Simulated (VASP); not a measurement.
Given:

```
CELL_PARAMETERS angstrom
      0.00000     3.60738     3.60738
      3.60738     0.00000     3.60738
      3.60738     3.60738     0.00000
ATOMIC_POSITIONS crystal
  Rb 0.00000 0.00000 0.00000
  Br 0.50000 0.50000 0.50000
```

Method: revPBE GGA, VASP's PBE PAW potentials (set 64) (plane waves; VASP). Settings: 520 eV cut-off, 6×6×6 Γ-centred mesh, Gaussian smearing of 0.050 eV, potentials Rb_sv Br.

Problem. Estimate the energy per atom (σ→0), band gap (on the k-mesh) with the smallest direct gap where there is one.

Solution. 
```yaml
band gap (on the k-mesh): 4.29 eV
smallest direct gap (on the k-mesh): 4.29 eV
energy per atom (σ→0): -2.909 eV/atom
```

The compound is RbBr in the rock salt structure. It was relaxed first, which changed the volume by +15 %. The start is the result of an earlier pass.
